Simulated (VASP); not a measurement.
Calculation: optB86b-vdW, VASP's PBE PAW potentials (set 64) (plane waves; VASP 6.6.1).

VASP input:

**POSCAR**
```
Pt3Ti
1
    3.9267730392    -0.0000000000     0.0000000000
    0.0000000000     3.9267730392     0.0000000000
   -0.0000000000    -0.0000000000     3.9267730392
Ti Pt
1 3
Direct
  0.0000000000   0.0000000000   0.0000000000
  0.0000000000   0.5000000000   0.5000000000
  0.5000000000   0.0000000000   0.5000000000
  0.5000000000   0.5000000000   0.0000000000
```

INCAR:
```
NSW  =  60   ! most ionic steps
LCHARG  =  .FALSE.
LWAVE  =  .FALSE.
LUSE_VDW  =  .TRUE.
EDIFFG  =  -0.02   ! ionic stop
AGGAC  =  0.0
PARAM1  =  0.1234
SYSTEM  =  Pt3Ti
LASPH  =  .TRUE.
IBRION  =  2   ! conjugate gradients
PREC  =  Accurate
PARAM2  =  1.0
SIGMA  =  0.1
ISMEAR  =  1   ! Methfessel-Paxton
ISIF  =  3   ! ions, shape and volume
NELM  =  100   ! most electronic steps
ENCUT  =  520   ! plane-wave cut-off (eV)
EDIFF  =  1E-6
LREAL  =  .FALSE.
LMAXMIX  =  6   ! l cut-off of mixed one-centre charges
GGA  =  MK
ALGO  =  Normal   ! blocked Davidson
```

KPOINTS:
```
Automatic
0
Gamma
 7 7 7
0 0 0
```

POTCAR, in this order: Ti_sv Pt (PBE.64 set). Program: vasp_std.

The resulting files:

OSZICAR:
```
       N       E                     dE             d eps       ncg     rms          rms(c)
DAV:   1     0.391621055285E+03    0.39162E+03   -0.21462E+04  1000   0.182E+03
DAV:   2     0.128495220806E+02   -0.37877E+03   -0.37167E+03  1064   0.447E+02
DAV:   3    -0.220091702641E+02   -0.34859E+02   -0.33855E+02  1505   0.113E+02
DAV:   4    -0.231527754331E+02   -0.11436E+01   -0.11378E+01  1184   0.217E+01
DAV:   5    -0.231840686859E+02   -0.31293E-01   -0.31265E-01  1472   0.365E+00    0.215E+01
DAV:   6    -0.214333907335E+02    0.17507E+01   -0.23208E+01  1410   0.335E+01    0.144E+01
DAV:   7    -0.209005546566E+02    0.53284E+00   -0.31309E+01  1456   0.337E+01    0.101E+01
DAV:   8    -0.201428247008E+02    0.75773E+00   -0.16568E+00  1421   0.986E+00    0.458E+00
DAV:   9    -0.200344695451E+02    0.10836E+00   -0.19601E+00  1515   0.759E+00    0.222E+00
DAV:  10    -0.199859963363E+02    0.48473E-01   -0.29605E-01  1423   0.372E+00    0.329E-01
DAV:  11    -0.199882684904E+02   -0.22722E-02   -0.52808E-03  1309   0.547E-01    0.481E-01
DAV:  12    -0.199863536205E+02    0.19149E-02   -0.13677E-02  1498   0.690E-01    0.108E-01
DAV:  13    -0.199863110468E+02    0.42574E-04   -0.20574E-04  1166   0.105E-01    0.616E-02
DAV:  14    -0.199863019409E+02    0.91059E-05   -0.35722E-05  1314   0.368E-02    0.446E-02
DAV:  15    -0.199862857821E+02    0.16159E-04   -0.88779E-05  1477   0.611E-02    0.541E-03
DAV:  16    -0.199862860565E+02   -0.27443E-06   -0.12745E-06   759   0.841E-03
   1 F= -.19986286E+02 E0= -.19986114E+02  d E =-.199863E+02
```

### OUTCAR
```
------------------------ aborting loop because EDIFF is reached ----------------------------------------
  FORCE on cell =-STRESS in cart. coord.  units (eV):
  Direction    XX          YY          ZZ          XY          YZ          ZX
  --------------------------------------------------------------------------------------
  Total       -0.0433282     -0.0433282     -0.0433282      0.0000000     -0.0000000      0.0000000
  in kB       -1.1464981     -1.1464981     -1.1464981      0.0000000     -0.0000000      0.0000000
  external PRESSURE =      -1.1464981 kB  Pullay stress =       0.0000000 kB
  volume of cell :       60.55
      direct lattice vectors                 reciprocal lattice vectors
     3.926773039  0.000000000  0.000000000     0.254662032  0.000000000  0.000000000
     0.000000000  3.926773039  0.000000000     0.000000000  0.254662032  0.000000000
     0.000000000  0.000000000  3.926773039     0.000000000  0.000000000  0.254662032
 POSITION                                       TOTAL-FORCE (eV/Angst)
 -----------------------------------------------------------------------------------
      0.00000      0.00000      0.00000         0.000000      0.000000      0.000000
      0.00000      1.96339      1.96339         0.000000      0.000000      0.000000
      1.96339      0.00000      1.96339         0.000000      0.000000      0.000000
      1.96339      1.96339      0.00000         0.000000      0.000000      0.000000
 -----------------------------------------------------------------------------------
    total drift:                                0.000000      0.000000     -0.000000
  FREE ENERGIE OF THE ION-ELECTRON SYSTEM (eV)
  ---------------------------------------------------
  free  energy   TOTEN  =       -19.9862860565 eV

  energy  without entropy=      -19.9857687290  energy(sigma->0) =      -19.98611361

 reached required accuracy - stopping structural energy minimisation
```
(Selected blocks of OUTCAR.)

The compound is Pt3Ti in the L1_2 structure. It was relaxed first. The start is the result of an earlier pass.
